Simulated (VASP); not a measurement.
# Fe2Si (space group I4/mmm): computed properties

Level of theory: LDA (Ceperley-Alder, Perdew-Zunger), VASP's LDA PAW potentials (set 64) (plane waves; VASP).

```
Item                                                                            Result
----------------------------------  --------------------------------------------------
space group                                                               I4/mmm (139)
cell                                a = b = 2.6447 Å, c = 8.6532 Å, α = β = γ = 90.00°
volume per atom                                                          10.09 Å³/atom
band gap (over mesh and band path)            none (metal, semimetal or under 0.01 eV)
cell moment                                                                    2.03 μB
density                                                                     7.67 g/cm³
```

Space group I4/mmm (No. 139); a = 2.6447 Å, b = 2.6447 Å, c = 8.6532 Å, α = 90.00°, β = 90.00°, γ = 90.00°

```tsv
atom	site	symmetry	x	y	z
Fe	4e	4mm	0.0000	0.0000	0.3386
Si	2a	4/mmm	0.0000	0.0000	0.0000
```
(The calculation used a cell of 3 atoms; values per cell refer to that cell.)

The run has a spin-polarised start.

The structure comes from a computed database's Fe2Si entry (I4/mmm); how it stands against other phases isn't given here. It was relaxed first, which changed the volume by -6 %. Symmetry was kept, so distortions that lower it aren't found.
